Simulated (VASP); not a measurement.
A convergence study with VASP on KTaO₃ (cubic perovskite): one setting is varied, all else stays as given below, so the limit is that of these other settings. Each run relaxes cell and ions; the cell shown is the tightest run's result.

```xyz
5
Lattice="4.0272 0.0000 0.0000 0.0000 4.0272 0.0000 0.0000 0.0000 4.0272" Properties=species:S:1:pos:R:3 pbc="T T T"
K      0.0000     0.0000     0.0000
Ta     2.0136     2.0136     2.0136
O      2.0136     0.0000     2.0136
O      0.0000     2.0136     2.0136
O      2.0136     2.0136     0.0000
```

Method: PBE GGA, VASP's PBE PAW potentials (set 64) (plane waves; VASP). The tightest run used: 700 eV cut-off, 9×9×9 Γ-centred mesh, Gaussian smearing of 0.050 eV, potentials K_sv Ta_pv O.

The reference is 9×9×9 mesh, which took about 2 core-minutes. The timings are rough (shared machines, no repeats); factors under 2 mean little.

### Question
Of the settings 2×2×2 mesh; 3×3×3 mesh; 4×4×4 mesh; 5×5×5 mesh; 6×6×6 mesh; 7×7×7 mesh; 8×8×8 mesh; 9×9×9 mesh, which is the lowest that keeps the difference from the reference in relaxed volume (Å³/atom) within 0.05 from there on, and what does it cost?

### Answer
3×3×3 mesh; its cost over the reference is about 1/5.
```
setting     difference in relaxed volume (Å³/atom)  cost over the reference
----------  --------------------------------------  -----------------------
2×2×2 mesh                                   0.119                about 1/2
3×3×3 mesh                                   0.016                about 1/5
4×4×4 mesh                                   0.002                about 1/3
5×5×5 mesh                                   0.000                about 1/3
6×6×6 mesh                                   0.000     within a factor of 2
7×7×7 mesh                                   0.000     within a factor of 2
8×8×8 mesh                                   0.000     within a factor of 2
9×9×9 mesh                                   0.000                reference
```

Left out are rungs that failed or repeat a setting and relaxations that didn't move; long series are thinned to 24 rows.

The compound is KTaO3 in the cubic perovskite structure.
